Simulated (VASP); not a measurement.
```
CELL_PARAMETERS angstrom
      4.72306     0.00000     0.00000
      0.00000     4.72306     0.00000
      0.00000     0.00000     5.95145
ATOMIC_POSITIONS crystal
  Yb 0.50000 0.00000 0.23680
  Yb 0.00000 0.50000 0.76320
  Se 0.00000 0.00000 0.00000
  Se 0.50000 0.50000 0.00000
```

Level of theory: PBE GGA, VASP's PBE PAW potentials (set 64) (plane waves; VASP 6.6.1). Run with 400 eV cut-off, 4×4×4 Γ-centred mesh, Gaussian smearing of 0.050 eV, potentials Yb_2 Se.

The 4f electrons are frozen in the core of the lanthanide potential, so 4f levels, which can set the real gap, and their magnetism are missing.

Question: Predict the energy per atom (σ→0), pressure, largest force, band gap (on the k-mesh) with the smallest direct gap where there is one.

Answer: 
```
Quantity                                                     Value
------------------------  ----------------------------------------
band gap (on the k-mesh)  none (metal, semimetal or under 0.01 eV)
energy per atom (σ→0)                           -344.4 kJ/mol-atom
pressure                                                  4.92 GPa
largest force                                           0.450 eV/Å
```

Only differences to runs with the same potentials and settings are physical.

The structure was generated: YbSe was put into the litharge type (P4/nmm), which need not be its known phase. The cell was not relaxed at this level. The k-mesh is coarse (spacing up to 0.33 per Å, 2π included), so the numbers may not be converged in it.
